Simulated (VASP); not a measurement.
# Be4Ag (F-43m) in VASP: further runs

The runs below take Be4Ag through single point, relaxation of cell and atoms, with PBE.

Program: VASP 6.6.1. These are calculated values, not measurements. Logs are shortened: lines on timing, memory, paths and dates and some standing lists are left out, and cuts for length are marked.

## (1) The cell of the first run

It takes space group F-43m (No. 216, cubic). The conventional cell has a = 6.129 Å, b = 6.129 Å, c = 6.129 Å, α = 90.00°, β = 90.00°, γ = 90.00°. Around Be (site symmetry 3m) lie 6 Be at 2.16 to 2.17 Å. Ag (site symmetry -43m) has 12 Be at 2.54 Å as nearest neighbours.

The cell was built by a generator and needn't be a form met in nature.

## (2) Single point, PBE (random cell by space group and Wyckoff sites (F-43m, No. 216))

File INCAR:

```
PREC     = Accurate       # precision mode
ENCUT    = 520            # plane-wave cutoff, eV
EDIFF    = 1E-6           # SCF threshold, eV
ISMEAR   = 0              # smearing method
SIGMA    = 0.1            # smearing width, eV
LREAL    = False          # projectors in reciprocal space
LASPH    = True           # aspherical terms in the spheres
NELM     = 100            # most SCF steps
ALGO     = Fast           # electronic algorithm
ISIF     = 2              # what is computed and relaxed
LWAVE    = False          # write WAVECAR
LCHARG   = False          # write CHGCAR
GGA      = PE             # functional
NBANDS   = 18             # bands
```

File KPOINTS:

```
Automatic mesh
0
Gamma
  10 10 10
```

File POSCAR:

```
Be4Ag
1.0
    0.0000000000      3.0645795865      3.0645795865
    3.0645795865      0.0000000000      3.0645795865
    3.0645795865      3.0645795865      0.0000000000
Be Ag
4 1
Direct
    0.8748743480      0.3753769560      0.8748743480
    0.8748743480      0.8748743480      0.8748743480
    0.3753769560      0.8748743480      0.8748743480
    0.8748743480      0.8748743480      0.3753769560
    0.2500000000      0.2500000000      0.2500000000
```

Potentials or basis: VASP PAW PBE potentials, release 64 (Be, Ag).

Launch:

```console
$ cat potpaw_PBE.64/Be/POTCAR potpaw_PBE.64/Ag/POTCAR > POTCAR
$ mpirun -np 1 vasp_std > vasp.out
```

OUTCAR:

```text
PREC = Accurate
   ENCUT = 520
   EDIFF = 1E-6
   ISMEAR = 0
   LREAL = False
   LASPH = True
   NELM = 100
   ISIF = 2
   GGA = PE

 ion  position               nearest neighbor table
   1  0.875  0.375  0.875-   2 2.16   3 2.16   4 2.16   3 2.17   4 2.17   2 2.17   5 2.54   5 2.54
                             5 2.54
   2  0.875  0.875  0.875-   1 2.16   3 2.16   4 2.16   3 2.17   1 2.17   4 2.17   5 2.54   5 2.54
                             5 2.54
   3  0.375  0.875  0.875-   1 2.16   2 2.16   4 2.16   1 2.17   4 2.17   2 2.17   5 2.54   5 2.54
                             5 2.54
   4  0.875  0.875  0.375-   1 2.16   2 2.16   3 2.16   1 2.17   3 2.17   2 2.17   5 2.54   5 2.54
                             5 2.54
   5  0.250  0.250  0.250-   1 2.54   4 2.54   3 2.54   4 2.54   1 2.54   3 2.54   2 2.54   2 2.54
                             2 2.54   1 2.54   3 2.54   4 2.54

  LATTYP: Found a face centered cubic cell.
 ALAT       =     6.1291591730

  Lattice vectors:

 A1 = (   0.0000000000,   3.0645795865,   3.0645795865)
 A2 = (   3.0645795865,   0.0000000000,   3.0645795865)
 A3 = (   3.0645795865,   3.0645795865,   0.0000000000)

Analysis of symmetry for initial positions (statically):
=====================================================================
 Subroutine PRICEL returns:
 Original cell was already a primitive cell.

 Routine SETGRP: Setting up the symmetry group for a
 face centered cubic supercell.

 Subroutine GETGRP returns: Found 24 space group operations
 (whereof 24 operations were pure point group operations)
 out of a pool of 48 trial point group operations.

The static configuration has the point symmetry T_d .

Analysis of symmetry for dynamics (positions and initial velocities):
=====================================================================
 Subroutine PRICEL returns:
 Original cell was already a primitive cell.

 Routine SETGRP: Setting up the symmetry group for a
 face centered cubic supercell.

 Subroutine GETGRP returns: Found 24 space group operations
 (whereof 24 operations were pure point group operations)
 out of a pool of 48 trial point group operations.

The dynamic configuration has the point symmetry T_d .

 Subroutine INISYM returns: Found 24 space group operations
 (whereof 24 operations are pure point group operations),
 and found     1 'primitive' translations

----------------------------------------------------------------------------------------

                                     Primitive cell

  volume of cell :      57.5629

  direct lattice vectors                    reciprocal lattice vectors
     0.000000000  3.064579586  3.064579586    -0.163154516  0.163154516  0.163154516
     3.064579586  0.000000000  3.064579586     0.163154516 -0.163154516  0.163154516
     3.064579586  3.064579586  0.000000000     0.163154516  0.163154516 -0.163154516

  length of vectors
     4.333970014  4.333970014  4.333970014     0.282591912  0.282591912  0.282591912

  position of ions in fractional coordinates (direct lattice)
     0.874874348  0.375376956  0.874874348
     0.874874348  0.874874348  0.874874348
     0.375376956  0.874874348  0.874874348
     0.874874348  0.874874348  0.375376956
     0.250000000  0.250000000  0.250000000

  ion indices of the primitive-cell ions
   primitive index   ion index
                 1           1
                 2           2
                 3           3
                 4           4
                 5           5

----------------------------------------------------------------------------------------

 KPOINTS: Automatic mesh

Automatic generation of k-mesh.
 Grid dimensions read from file:
 generate k-points for:   10   10   10

 Generating k-lattice:

  Cartesian coordinates                     Fractional coordinates (reciprocal lattice)
    -0.016315452  0.016315452  0.016315452     0.100000000  0.000000000  0.000000000
     0.016315452 -0.016315452  0.016315452     0.000000000  0.100000000  0.000000000
     0.016315452  0.016315452 -0.016315452     0.000000000  0.000000000  0.100000000

  Length of vectors
     0.028259191  0.028259191  0.028259191

  Shift w.r.t. Gamma in fractional coordinates (k-lattice)
     0.000000000  0.000000000  0.000000000

 Subroutine IBZKPT returns following result:
 ===========================================

 Found     47 irreducible k-points:

 Following reciprocal coordinates:
            Coordinates               Weight
  0.000000  0.000000  0.000000      1.000000
  0.100000  0.000000  0.000000      8.000000
  0.200000  0.000000  0.000000      8.000000
  0.300000  0.000000  0.000000      8.000000
  0.400000  0.000000  0.000000      8.000000
  0.500000  0.000000  0.000000      4.000000
[... 16 lines left out ...]
  0.300000  0.300000  0.000000      6.000000
  0.400000  0.300000  0.000000     24.000000
 [... further k-points ...]
   k-points           NKPTS =     47   k-points in BZ     NKDIM =     47   number of bands    NBANDS=     18
   number of dos      NEDOS =    301   number of ions     NIONS =      5
   total plane-waves  NPLWV =  32768
   dimension x,y,z NGX =    32 NGY =   32 NGZ =   32
   dimension x,y,z NGXF=    64 NGYF=   64 NGZF=   64
   ions per type =               4   1
   NGX,Y,Z   is equivalent  to a cutoff of  12.27, 12.27, 12.27 a.u.
   NGXF,Y,Z  is equivalent  to a cutoff of  24.55, 24.55, 24.55 a.u.
 SYSTEM =  unknown system
   PREC   = accura    normal or accurate (medium, high low for compatibility)
   ISTART =      0    job   : 0-new  1-cont  2-samecut
   ICHARG =      2    charge: 1-file 2-atom 10-const
   ISPIN  =      1    spin polarized calculation?
   LNONCOLLINEAR =      F non collinear calculations
   LSORBIT =      F    spin-orbit coupling
   LASPH  =      T    aspherical Exc in radial PAW
   ENCUT  =  520.0 eV  38.22 Ry    6.18 a.u.   8.06  8.06  8.06*2*pi/ulx,y,z
   NELM   =    100;   NELMIN=  2; NELMDL= -5     # of ELM steps
   EDIFF  = 0.1E-05   stopping-criterion for ELM
   LREAL  =      F    real-space projection
   EDIFFG = 0.1E-04   stopping-criterion for IOM
   NSW    =      0    number of steps for IOM
   IBRION =     -1    ionic relax: 0-MD 1-quasi-New 2-CG
   NFREE  =      0    steps in history (QN), initial steepest desc. (CG)
   ISIF   =      2    stress and relaxation
   ISYM   =      2    0-nonsym 1-usesym 2-fastsym
   POTIM  = 0.5000    time-step for ionic-motion
   TEBEG  =    0.0;   TEEND  =   0.0 temperature during run
   PSTRESS=    0.0 pullay stress
   NELECT =      19.0000    total number of electrons
   NUPDOWN=      -1.0000    fix difference up-down
   EMIN   =  10.00;   EMAX   =-10.00  energy-range for DOS
   EFERMI =   0.00;   METHOD = LEGACY
   ISMEAR =     0;   SIGMA  =   0.10  broadening in eV -4-tet -1-fermi 0-gaus
   EFERMI_NEDOS =   21; number of points for ismear=-14 and -15
   IALGO  =     68    algorithm
   IMIX   =      4    mixing-type and parameters
     AMIX     =   0.40;   BMIX     =  1.00
     AMIX_MAG =   1.60;   BMIX_MAG =  1.00
  volume/ion in A,a.u.               =      11.51        77.69
  Fermi-wavevector in a.u.,A,eV,Ry     =   1.131389  2.138014 17.416003  1.280040
  Thomas-Fermi vector in A             =   2.268087
   LORBIT       =      0    0 simple, 1 ext, 2 COOP (PROOUT), +10 PAW based schemes
   GGA     = PE    functional components
   LHFCALC =     F    Hartree Fock is set to
   AEXX    =    0.0000 exact exchange contribution
   IVDW    =     0    specifies the selected vdW correction
   LEPSILON=     F    determine dielectric tensor
   LRPA    =     F    only Hartree local field effects (RPA)
 non-spin polarized calculation
 RMM-DIIS sequential band-by-band and
 Gauss-broadening in eV      SIGMA  =   0.10
  energy-cutoff  :      520.00
  volume of cell :       57.56
 maximum number of plane-waves:      1572
   NGX = 17   NGY = 17   NGZ = 17

 number of electron      19.0000005 magnetization

 Free energy of the ion-electron system (eV)
  ---------------------------------------------------
  ext. energy  EPLUGINS =         0.00000000
  ---------------------------------------------------
  free energy    TOTEN  =       -16.37259204 eV

  energy without entropy =      -16.36519776  energy(sigma->0) =      -16.36889490

 E-fermi :   5.2717     XC(G=0): -10.3561

 val. band max:        5.2475030428   @ k =  -0.3000   0.3000   0.1000
 cond. band min:       5.3276352343   @ k =   0.5000   0.2000   0.1000
 fundamental gap:      0.0801321915
 Fermi energy:         5.2717360107

 k-point     1 :       0.0000    0.0000    0.0000
  band No.  band energies     occupation
      1      -3.5027      2.00000
      2      -0.2099      2.00000
      3      -0.2099      2.00000
      4      -0.2099      2.00000
      5      -0.1440      2.00000
      6      -0.1440      2.00000
[... 10 lines left out ...]
     17      13.4785      0.00000
     18      13.4785      0.00000

 k-point     2 :       0.1000    0.0000    0.0000
  band No.  band energies     occupation
      1      -3.4050      2.00000
      2      -0.2448      2.00000
      3      -0.2015      2.00000
      4      -0.2015      2.00000
      5      -0.1313      2.00000
      6      -0.1313      2.00000
[... 10 lines left out ...]
     17      13.1766      0.00000
     18      14.0519      0.00000

 k-point     3 :       0.2000    0.0000    0.0000
  band No.  band energies     occupation
      1      -3.1186      2.00000
      2      -0.3355      2.00000
      3      -0.2154      2.00000
      4      -0.2154      2.00000
      5      -0.0583      2.00000
      6      -0.0583      2.00000
[... 412 lines left out ...]
 k-point    23 :       0.3000    0.3000    0.0000
  band No.  band energies     occupation
      1      -2.4210      2.00000
      2      -0.6800      2.00000
      3      -0.2814      2.00000
      4       0.0142      2.00000
      5       0.0884      2.00000
      6       0.0884      2.00000
[... 10 lines left out ...]
     17      15.6989      0.00000
     18      15.8434      0.00000

 k-point    24 :       0.4000    0.3000    0.0000
  band No.  band energies     occupation
      1      -2.0536      2.00000
      2      -0.8334      2.00000
      3      -0.1972      2.00000
      4       0.0038      2.00000
      5       0.1911      2.00000
      6       0.2081      2.00000
[... 10 lines left out ...]
     17      14.9757      0.00000
     18      15.9037      0.00000

 [... further k-points ...]

------------------------ aborting loop because EDIFF is reached ----------------------------------------

  FORCE on cell =-STRESS in cart. coord.  units (eV):
  Direction    XX          YY          ZZ          XY          YZ          ZX
  --------------------------------------------------------------------------------------
  -------------------------------------------------------------------------------------
  Total        0.0258294      0.0258294      0.0258294      0.0000000      0.0000000     -0.0000000
  in kB        0.7189228      0.7189228      0.7189228      0.0000000      0.0000000     -0.0000000
  external PRESSURE =       0.7189228 kB  Pullay stress =       0.0000000 kB

 VOLUME and BASIS-vectors are now :
 -----------------------------------------------------------------------------
  energy-cutoff  :      520.00
  volume of cell :       57.56
      direct lattice vectors                 reciprocal lattice vectors
     0.000000000  3.064579586  3.064579586    -0.163154516  0.163154516  0.163154516
     3.064579586  0.000000000  3.064579586     0.163154516 -0.163154516  0.163154516
     3.064579586  3.064579586  0.000000000     0.163154516  0.163154516 -0.163154516

 POSITION                                       TOTAL-FORCE (eV/Angst)
 -----------------------------------------------------------------------------------
      3.83149      5.36224      3.83149         0.000154     -0.000154      0.000154
      5.36224      5.36224      5.36224        -0.000154     -0.000154     -0.000154
      5.36224      3.83149      3.83149        -0.000154      0.000154      0.000154
      3.83149      3.83149      5.36224         0.000154      0.000154     -0.000154
      1.53229      1.53229      1.53229        -0.000000     -0.000000     -0.000000
 -----------------------------------------------------------------------------------
    total drift:                                0.000000      0.000000     -0.000000

  FREE ENERGIE OF THE ION-ELECTRON SYSTEM (eV)
  ---------------------------------------------------
  free  energy   TOTEN  =       -16.3725920366 eV

  energy  without entropy=      -16.3651977585  energy(sigma->0) =      -16.36889490
```

Run time: 35 s. Hardware: 1 thread of Intel Xeon Platinum 8488C (Sapphire Rapids), shared host; peak memory 0.2 GiB.

What came out:

| Item | Value |
| --- | --- |
| Free energy | -16.3726 eV |
| Pressure | 0.1 GPa |
| Band gap on the k mesh | none (metal or under the smearing width) |

## (3) Relaxation of cell and atoms, PBE (random cell by space group and Wyckoff sites (F-43m, No. 216))

File INCAR:

```
PREC = Accurate
ENCUT = 600
EDIFF = 1E-6
ISMEAR = 0
SIGMA = 0.1
LREAL = False
LASPH = True
NELM = 100
ALGO = Fast
ISIF = 3
LWAVE = False
LCHARG = False
GGA = PE
IBRION = 2
NSW = 100
EDIFFG = -0.01
```

KPOINTS is that of step 2.

File POSCAR:

```
Be4Ag
1.0
    0.0000000000      3.0669634286      3.0669634286
    3.0669634286      0.0000000000      3.0669634286
    3.0669634286      3.0669634286      0.0000000000
Be Ag
4 1
Direct
    0.8751581544      0.3745255368      0.8751581544
    0.8751581544      0.8751581544      0.8751581544
    0.3745255368      0.8751581544      0.8751581544
    0.8751581544      0.8751581544      0.3745255368
    0.2500000000      0.2500000000      0.2500000000
```

Potentials or basis: VASP PAW PBE potentials, release 64 (Be, Ag).

Launch:

```console
$ cat potpaw_PBE.64/Be/POTCAR potpaw_PBE.64/Ag/POTCAR > POTCAR
$ mpirun -np 1 vasp_std > vasp.out
```

It took 53 s on 1 thread of Intel Xeon Platinum 8488C (Sapphire Rapids), shared host; peak memory 0.23 GiB.

The run converged. Its results:

```
Free energy                            : -16.3725 eV
Relaxed volume                         : 11.52 Å³/atom
Relaxed cell                           : a = 4.335 Å, b = 4.335 Å, c = 4.335 Å, α = 60.00°, β = 60.00°, γ = 60.00°
Space group after relaxing (to 0.05 Å) : F-43m (No. 216)
Energy gained by relaxing              : 0.1 meV/atom
Ionic steps                            : 2
Pressure after relaxing                : 0.0 GPa
Band gap on the k mesh                 : none (metal or under the smearing width)
```

Forces in eV/Å, atoms in the order of the input:
```
Be  -0.001  0.001 -0.001
Be   0.001  0.001  0.001
Be   0.001 -0.001 -0.001
Be  -0.001 -0.001  0.001
Ag   0.000  0.000  0.000
```

Step by step:
```tsv
step	energy change (eV)	largest force (eV/Å)	pressure (GPa)	volume (Å³)
1	0.0000	0.0643	-0.14	57.70
2	-0.0004	0.0021	0.00	57.61
```

Final structure:
```
Be Ag
1.0
     0.00000    3.06542    3.06542
     3.06542    0.00000    3.06542
     3.06542    3.06542    0.00000
Be Ag
4 1
Direct
  0.87487 0.37540 0.87487
  0.87487 0.87487 0.87487
  0.37540 0.87487 0.87487
  0.87487 0.87487 0.37540
  0.25000 0.25000 0.25000
```

Levels at points of the mesh, in eV from the Fermi level:
| k point | band 8 | band 9 | band 10 | band 11 | band 12 | band 13 |
| --- | --- | --- | --- | --- | --- | --- |
| (0.00, 0.00, 0.00) | 0.44 | 0.44 | 0.44 | 4.75 | 4.88 | 4.94 |
| (0.50, 0.00, 0.00) | -2.21 | 0.17 | 0.17 | 2.52 | 2.52 | 5.35 |
| (0.50, 0.50, 0.00) | -2.14 | -1.81 | -1.81 | -0.15 | 6.66 | 6.80 |

## (4) Single point, PBE (random cell by space group and Wyckoff sites (F-43m, No. 216))

File INCAR:

```
SYSTEM = Be4Ag
PREC = Accurate
ENCUT = 520
EDIFF = 1E-6
ISMEAR = 0
SIGMA = 0.1
LREAL = .False.
LASPH = .True.
NELM = 100
ALGO = Normal
ISIF = 2
LWAVE = .False.
LCHARG = .True.
GGA = PE
LELF = .True.
LVHAR = .True.
NBANDS = 18
```

File KPOINTS:

```
regular mesh
0
Gamma
  6 6 6
  0 0 0
```

File POSCAR:

```
Be4Ag
1.0
    0.0000000000      3.0441804700      3.0441804700
    3.0441804700      0.0000000000      3.0441804700
    3.0441804700      3.0441804700      0.0000000000
Be Ag
4 1
Direct
    0.1374459100      0.1374459100      0.1374459100
    0.1374459100      0.1374459100      0.5876622800
    0.1374459100      0.5876622800      0.1374459100
    0.5876622800      0.1374459100      0.1374459100
    0.7500000000      0.7500000000      0.7500000000
```

Launch:

```console
$ cat potpaw_PBE.64/Be/POTCAR potpaw_PBE.64/Ag/POTCAR > POTCAR
$ mpirun -np 1 vasp_std > vasp.out
```

It took 14 s on 1 thread of Intel Xeon Platinum 8488C (Sapphire Rapids), shared host; peak memory 0.17 GiB.

Results (log left out):

```yaml
Free_energy: -15.5095 eV
Pressure: 5.4 GPa
Largest_force: 3.317 eV/Å
Band_gap_on_the_k_mesh: none (metal or under the smearing width)
```

Forces on the atoms (eV/Å):
```
Be  -1.915 -1.915 -1.915
Be   1.915  1.915 -1.915
Be   1.915 -1.915  1.915
Be  -1.915  1.915  1.915
Ag   0.000  0.000  0.000
```

Levels at points of the mesh, in eV from the Fermi level:
```
           k point  band 7  band 8  band 9  band 10  band 11  band 12  band 13  band 14
(0.00, 0.00, 0.00)   -3.41    0.05    0.05     0.05     4.72     4.72     5.01     5.01
(0.50, 0.00, 0.00)   -4.59   -2.39    0.23     0.23     1.99     1.99     5.39     6.82
(0.50, 0.50, 0.00)   -4.25   -2.83   -2.04    -2.04     0.01     6.55     6.55     7.41
```

Caveat: forces of over 1 eV/Å show positions far from the minimum, so gaps and moduli don't describe the material at rest.

## (5) Summary

| task | cell | k mesh | cutoff (eV) | gap on the mesh (eV) | pressure (GPa) |
| --- | --- | --- | --- | --- | --- |
| single point | random cell by space group and Wyckoff sites (F-43m, No. 216) | 10 × 10 × 10 | 520 | none | 0.1 |
| relaxation of cell and atoms | relaxed from: random cell by space group and Wyckoff sites (F-43m, No. 216) | 10 × 10 × 10 | 600 | none | 0.0 |
| single point | random cell by space group and Wyckoff sites (F-43m, No. 216) | 6 × 6 × 6 | 520 | none | 5.4 |

Alike in all rows: level PBE; potentials or basis VASP PAW PBE potentials, release 64 (Be, Ag); no spin polarisation; smearing gaussian 0.1 eV.

Caveats: forces of over 1 eV/Å show positions far from the minimum, so gaps and moduli don't describe the material at rest (some runs).

Absolute energies hang on the potentials; compare differences alone.
